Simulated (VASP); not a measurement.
Here is the system:

```yaml
crystal:
  lattice:
    - [4.16149, 0.00000, 0.00000]
    - [0.00000, 4.16149, 0.00000]
    - [0.00000, 0.00000, 4.16149]
  atoms:
    - { symbol: Zr, position: [0.00000, 0.00000, 0.00000] }
    - { symbol: Pb, position: [0.50000, 0.50000, 0.50000] }
    - { symbol: O, position: [0.50000, 0.00000, 0.00000] }
    - { symbol: O, position: [0.00000, 0.50000, 0.00000] }
    - { symbol: O, position: [0.00000, 0.00000, 0.50000] }
```

Method: r2SCAN meta-GGA, VASP's PBE PAW potentials (set 64) (plane waves; VASP 6.6.1). Run with 520 eV cut-off, 6×6×6 Γ-centred mesh, tetrahedra with Blöchl corrections, potentials Zr_sv Pb_d O.

Unless said otherwise, spin-orbit coupling is left out, though it shifts the bands of the heavy elements here.

Problem. Predict the energy per atom (σ→0), band gap (over mesh and band path) with the smallest direct gap where there is one.

Solution. 
```
Item                                                     Value
---------------------------------------------  ---------------
band gap (over mesh and band path)                     2.84 eV
smallest direct gap (over mesh and band path)          2.88 eV
energy per atom (σ→0)                          -22.072 eV/atom
```

Only differences to runs with the same potentials and settings are physical.

The structure comes from a computed database's ZrPbO3 entry (Pm-3m); how it stands against other phases isn't given here. It was relaxed first.
